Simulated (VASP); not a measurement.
Given:

```
PbTe
1.0
    0.00000     3.29460     3.29460
    3.29460     0.00000     3.29460
    3.29460     3.29460     0.00000
Te Pb
1 1
Cartesian
  3.29460   3.29460   3.29460
  0.00000   0.00000   0.00000
```

Computed with PBE GGA, VASP's PBE PAW potentials (set 64) (plane waves; VASP 6.6.1). Numerical set-up: 400 eV cut-off, 6×6×6 Γ-centred mesh, second-order Methfessel-Paxton smearing of 0.30 eV, potentials Te Pb_d.

Unless said otherwise, spin-orbit coupling is left out, though it shifts the bands of the heavy elements here.

Q: What does the run give for the energy per atom (σ→0), band gap (on the k-mesh) with the smallest direct gap where there is one?

A: 
* **band gap (on the k-mesh)**: 0.85 eV
* **smallest direct gap (on the k-mesh)**: 0.85 eV
* **energy per atom (σ→0)**: -3.762 eV/atom

The absolute energy has meaning only against runs of the same code, potentials and settings.

The compound is PbTe in the rock salt structure. The cell was not relaxed at this level. The run is one of a series of settings (ISMEAR = 2, SIGMA = 0.3 against the base run), some of them coarse on purpose.
